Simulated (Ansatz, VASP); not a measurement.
One calculation of Cs3Ni, two programs

File INCAR:

```
ALGO = Fast
EDIFF = 1E-6
ENCUT = 520
GGA = PS
ISIF = 2
ISMEAR = 0
LASPH = True
LCHARG = True
LELF = True
LREAL = False
LVHAR = True
LWAVE = False
NBANDS = 26
NELM = 80
PREC = Accurate
SIGMA = 0.1
```

KPOINTS

```
k-points
0
Gamma
  8 8 8
```

Contents of POSCAR:

```
Cs3Ni
1.0
    5.5814424131      0.0000000000      0.0000000000
    0.0000000000      5.5814424131      0.0000000000
    0.0000000000      0.0000000000      5.5814424131
Cs Ni
3 1
Direct
    0.0000000000      0.0000000000      0.5000000000
    0.0000000000      0.5000000000      0.0000000000
    0.5000000000      0.0000000000      0.0000000000
    0.5000000000      0.5000000000      0.5000000000
```

Input for Ansatz:

```yaml
crystal:
  lattice:
    - [5.5814424131, 0.0, 0.0]
    - [0.0, 5.5814424131, 0.0]
    - [0.0, 0.0, 5.5814424131]
  atoms:
    - { symbol: Cs, position: [0.0, 0.0, 0.5] }
    - { symbol: Cs, position: [0.0, 0.5, 0.0] }
    - { symbol: Cs, position: [0.5, 0.0, 0.0] }
    - { symbol: Ni, position: [0.5, 0.5, 0.5] }
basis:
  ecutwfc: 420
kpoints:
  mp_grid: { grid: [8, 8, 8] }
hamiltonian:
  xc: pbesol
scf:
  occupations: { method: gaussian, width: 0.1 }
output:
  forces: true
  stress: true
  eigenvalues: true
```

Alike in both runs: task single point; functional PBEsol; k mesh 8 × 8 × 8; occupations gaussian, width 0.1 eV; no spin polarisation.

```csv
,VASP,Ansatz
version,VASP 6.6.1,Ansatz 0.2.0
potentials or method,"VASP PAW PBE potentials, release 64 (Cs_sv, Ni)","scalar-relativistic, plane waves, PAW"
plane-wave cutoff (eV),520,420
valence electrons in the cell,37,45
```

Ansatz gave:

| Quantity | Value |
| --- | --- |
| gap on the k mesh at the Fermi level (eV) | none |
| pressure (GPa) | 0.1 |

Task: Estimate VASP's values.

Result: gap on the k mesh at the Fermi level (eV): none; pressure (GPa): 0.2.

A gap of «none» marks a metal or a gap that the smearing closes. With one functional, cell and mesh, what is left measures potentials, basis and numerics. The two sets of potentials don't hold the same shells in valence.

Caveats: the PAW data sets were made with another functional, which shifts forces and pressure a little (VASP). Spin polarisation is off, so any magnetic state and its effect on volume and gap are missing. Spin-orbit coupling is left out, which matters for the levels of Cs.
